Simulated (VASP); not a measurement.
Computed with LDA (Ceperley-Alder, Perdew-Zunger), VASP's LDA PAW potentials (set 64) (plane waves; VASP). For the first row: Settings: 520 eV cut-off, 11×11×11 Γ-centred mesh, Gaussian smearing of 0.050 eV, potentials Mg O.

| system | energy (eV/atom) |
|---|---|
| MgO (rock salt) | -6.7227 |
| Mg atom | 0.0009 |
| O atom | -1.4448 |

Atoms are spin-polarised in a large box without symmetry, with the spin fixed by Hund's rule, and may not be in the lowest state of each functional; no zero-point energy is added.

Task: What is the cohesive energy per atom of MgO?

Result: The references average (1×(0.0009) + 1×(-1.4448))/2 = -0.7220 eV, so the cohesive energy is -0.7220 − (-6.7227) = 6.001 eV/atom. Measured: 5.200 eV/atom at 0 K (as given by Daniel Mejia-Rodriguez et al., Physical Review B (2018), arXiv:1807.09216; static lattice: zero-point vibration energy added).
